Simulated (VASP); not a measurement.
OSZICAR of a VASP run on Hg₃ZnTe₄ (ordered alloy cell):

File OSZICAR:
```
       N       E                     dE             d eps       ncg     rms          rms(c)
DAV:   1     0.440065637919E+03    0.44007E+03   -0.26987E+04   860   0.122E+03
DAV:   2     0.156555071940E+02   -0.42441E+03   -0.41417E+03   962   0.307E+02
DAV:   3    -0.162525058128E+02   -0.31908E+02   -0.31715E+02  1021   0.909E+01
DAV:   4    -0.168547819903E+02   -0.60228E+00   -0.60057E+00   994   0.125E+01
DAV:   5    -0.168648177222E+02   -0.10036E-01   -0.10034E-01  1045   0.156E+00    0.123E+01
DAV:   6    -0.160726865793E+02    0.79213E+00   -0.22732E+00  1056   0.169E+01    0.959E+00
DAV:   7    -0.160720752614E+02    0.61132E-03   -0.91682E-01  1036   0.605E+00    0.388E+00
DAV:   8    -0.160642211250E+02    0.78541E-02   -0.87619E-02  1094   0.452E+00    0.110E+00
DAV:   9    -0.160653449206E+02   -0.11238E-02   -0.11243E-02  1028   0.103E+00    0.473E-01
DAV:  10    -0.160656830952E+02   -0.33817E-03   -0.16945E-03   928   0.366E-01    0.119E-01
DAV:  11    -0.160656940650E+02   -0.10970E-04   -0.34233E-04  1030   0.171E-01    0.257E-02
DAV:  12    -0.160657255117E+02   -0.31447E-04   -0.12121E-04   910   0.592E-02    0.429E-02
DAV:  13    -0.160657222842E+02    0.32276E-05   -0.84058E-06   965   0.229E-02    0.283E-02
DAV:  14    -0.160657216763E+02    0.60786E-06   -0.77772E-06   792   0.194E-02
   1 F= -.16065722E+02 E0= -.16065119E+02  d E =-.120518E-02
```

Q: Which electronic solver shows in the log?

A: It is blocked Davidson (ALGO = Normal, or the opening steps of other solvers). The INCAR had ALGO = Normal.

Q: Can the final energy be trusted as converged?

A: The run converged. It stopped with EDIFF = 1E-6, NELM = 100 (PBE GGA, plane waves, VASP's PBE PAW potentials (set 64)).

The structure was generated: Hg3ZnTe4 was put into an ordered model structure (P-43m), which need not be its known phase. It was relaxed first, which changed the volume by +8 %.
